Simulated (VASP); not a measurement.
All values below come from PBEsol GGA, VASP's PBE PAW potentials (set 64) (plane waves; VASP 6.6.1).

VASP input:

### KPOINTS
```
Automatic
0
Gamma
 9 9 12
0 0 0
```

POSCAR:
```
Al
1
    4.5573488458    -0.0000000000     0.0000000000
   -2.2786744229     3.9467800924     0.0000000000
    0.0000000000     0.0000000000     2.8001861447
Al
3
Direct
  0.0000000000   1.0000000000   0.0000000000
  0.3333330000   0.6666670000   0.5000000000
  0.6666670000   0.3333330000   0.5000000000
```

INCAR:
```
ALGO = Normal
EDIFF = 1E-7
ENCUT = 400
GGA = PS
ISIF = 2
ISMEAR = -5
LASPH = .TRUE.
LCHARG = .TRUE.
LEFG = .TRUE.
LORBIT = 11
LREAL = .FALSE.
LWAVE = .FALSE.
NEDOS = 601
NELM = 100
PREC = Accurate
SYSTEM = Al
```

POTCAR, in this order: Al (PBE.64 set). Program: vasp_std.

What VASP printed:

**OSZICAR**
```
       N       E                     dE             d eps       ncg     rms          rms(c)
DAV:   1     0.702747836504E+00    0.70275E+00   -0.26575E+03  1392   0.628E+02
DAV:   2    -0.118658184920E+02   -0.12569E+02   -0.12066E+02  1896   0.647E+01
DAV:   3    -0.120120075100E+02   -0.14619E+00   -0.14751E+00  1800   0.858E+00
DAV:   4    -0.120126031292E+02   -0.59562E-03   -0.65746E-03  1880   0.550E-01
DAV:   5    -0.120126019799E+02    0.11493E-05    0.15059E-06  1768   0.294E-02    0.236E+00
DAV:   6    -0.119534736826E+02    0.59128E-01   -0.21888E-02  1648   0.825E-01    0.135E+00
DAV:   7    -0.119195680260E+02    0.33906E-01   -0.31039E-02  1528   0.105E+00    0.227E-01
DAV:   8    -0.119189563938E+02    0.61163E-03   -0.12912E-03  1688   0.235E-01    0.133E-01
DAV:   9    -0.119189104212E+02    0.45973E-04   -0.80054E-05  1752   0.626E-02    0.362E-02
DAV:  10    -0.119189068632E+02    0.35580E-05   -0.13337E-06  1912   0.938E-03    0.103E-02
DAV:  11    -0.119189115833E+02   -0.47201E-05   -0.44756E-07  1472   0.352E-03    0.175E-03
DAV:  12    -0.119189122312E+02   -0.64797E-06   -0.17112E-08   896   0.955E-04    0.713E-04
DAV:  13    -0.119189121784E+02    0.52810E-07   -0.14579E-09   776   0.331E-04
   1 F= -.11918912E+02 E0= -.11918912E+02  d E =0.000000E+00
```

### OUTCAR
```
------------------------ aborting loop because EDIFF is reached ----------------------------------------
  FORCE on cell =-STRESS in cart. coord.  units (eV):
  Direction    XX          YY          ZZ          XY          YZ          ZX
  --------------------------------------------------------------------------------------
  Total        0.1183780      0.1183780     -0.3768614      0.0000000     -0.0000000      0.0000000
  in kB        3.7656451      3.7656455    -11.9880933      0.0000000     -0.0000000      0.0000000
  external PRESSURE =      -1.4856009 kB  Pullay stress =       0.0000000 kB
  volume of cell :       50.37
      direct lattice vectors                 reciprocal lattice vectors
     4.557348846  0.000000000  0.000000000     0.219425818  0.126685548  0.000000000
    -2.278674423  3.946780092  0.000000000     0.000000000  0.253371097  0.000000000
     0.000000000  0.000000000  2.800186145     0.000000000  0.000000000  0.357119116
 POSITION                                       TOTAL-FORCE (eV/Angst)
 -----------------------------------------------------------------------------------
      0.00000      0.00000      0.00000         0.000000      0.000000      0.000000
     -0.00000      2.63119      1.40009        -0.000000     -0.000000      0.000000
      2.27868      1.31559      1.40009         0.000000      0.000000      0.000000
 -----------------------------------------------------------------------------------
    total drift:                               -0.000000     -0.000000     -0.000000
  FREE ENERGIE OF THE ION-ELECTRON SYSTEM (eV)
  ---------------------------------------------------
  free  energy   TOTEN  =       -11.9189121784 eV

  energy  without entropy=      -11.9189121784  energy(sigma->0) =      -11.91891218

 total charge

# of ion       s       p       d       tot
------------------------------------------
    1        0.438   0.298   0.000   0.737
    2        0.448   0.346   0.000   0.794
    3        0.448   0.346   0.000   0.794
--------------------------------------------------
tot          1.334   0.991   0.000   2.325

 Electric field gradients after diagonalization (V/A^2)
 (convention: |V_zz| > |V_xx| > |V_yy|)
----------------------------------------------------------------------
 ion       V_xx      V_yy      V_zz     asymmetry (V_yy - V_xx)/ V_zz
----------------------------------------------------------------------
   1       3.385     3.385    -6.770       0.000
   2      -4.217    -4.217     8.434       0.000
   3      -4.217    -4.217     8.434       0.000
```
(Selected blocks of OUTCAR.)

For a metal the tetrahedron method with Blöchl corrections gives inexact stress and forces.

The structure was generated: Al was put into the omega type (P6/mmm), which need not be its known phase. It was relaxed first.
